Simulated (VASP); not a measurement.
Data:

```yaml
crystal:
  lattice:
    - [12.17289, 0.00000, 0.00000]
    - [0.00000, 3.89111, 0.00000]
    - [0.00000, 0.00000, 4.18297]
  atoms:
    - { symbol: Ga, position: [0.07881, 0.25000, 0.14035] }
    - { symbol: Ga, position: [0.42119, 0.75000, 0.64035] }
    - { symbol: Ga, position: [0.92119, 0.75000, 0.85965] }
    - { symbol: Ga, position: [0.57881, 0.25000, 0.35965] }
    - { symbol: Bi, position: [0.84745, 0.25000, 0.35478] }
    - { symbol: Bi, position: [0.65255, 0.75000, 0.85478] }
    - { symbol: Bi, position: [0.15255, 0.75000, 0.64522] }
    - { symbol: Bi, position: [0.34745, 0.25000, 0.14522] }
```

These are PBEsol GGA, VASP's PBE PAW potentials (set 64) (plane waves; VASP 6.6.1) values and carry that method's errors. Run with 400 eV cut-off, Gaussian smearing of 0.050 eV, potentials Ga_d Bi_d.

Without a dispersion term in the relaxation, distances and binding between the weakly bound layers, chains or molecules are unreliable, and so is what depends on them.

Question: Give the energies of bands 50 to 63 at the high-symmetry points, in eV from the Fermi level.

Answer: 
| band | Γ | X | S | Y | Z | U | R | T |
|---|---|---|---|---|---|---|---|---|
| 50 | -2.02 | -2.43 | -2.24 | -3.50 | -3.65 | -2.35 | -4.40 | -4.78 |
| 51 | -1.76 | -1.47 | -2.24 | -0.68 | -0.23 | -2.23 | -4.40 | -4.18 |
| 52 | -1.62 | -1.47 | -2.24 | -0.68 | -0.23 | -2.23 | -4.40 | -4.18 |
| 53 | -1.51 | -1.24 | 0.38 | 0.38 | 0.83 | 1.05 | -2.99 | -3.25 |
| 54 | -0.47 | -1.24 | 0.38 | 0.38 | 0.83 | 1.05 | -2.99 | -3.25 |
| 55 | -0.46 | -0.82 | 0.38 | 0.41 | 0.89 | 1.05 | -2.99 | -2.20 |
| 56 | -0.33 | -0.82 | 0.38 | 0.41 | 0.89 | 1.05 | -2.99 | -2.20 |
| 57 | -0.18 | 0.63 | 1.17 | 1.07 | 1.27 | 1.88 | -0.50 | -1.97 |
| 58 | 0.20 | 0.63 | 1.17 | 1.07 | 1.27 | 1.88 | -0.50 | -1.97 |
| 59 | 1.06 | 2.10 | 1.17 | 1.26 | 1.96 | 2.17 | -0.50 | 0.51 |
| 60 | 1.34 | 2.10 | 1.17 | 1.26 | 1.96 | 2.17 | -0.50 | 0.51 |
| 61 | 2.83 | 2.76 | 2.02 | 1.63 | 2.48 | 2.61 | 2.34 | 2.05 |
| 62 | 3.39 | 2.76 | 2.02 | 1.63 | 2.48 | 2.61 | 2.34 | 2.05 |
| 63 | 4.15 | 3.70 | 2.02 | 1.86 | 2.98 | 3.17 | 2.34 | 3.42 |

It has no gap at this level: it comes out as a metal or semimetal.

The structure was generated: GaBi was put into the GeS type (Pnma), which need not be its known phase. It was relaxed first, which changed the volume by -15 %.
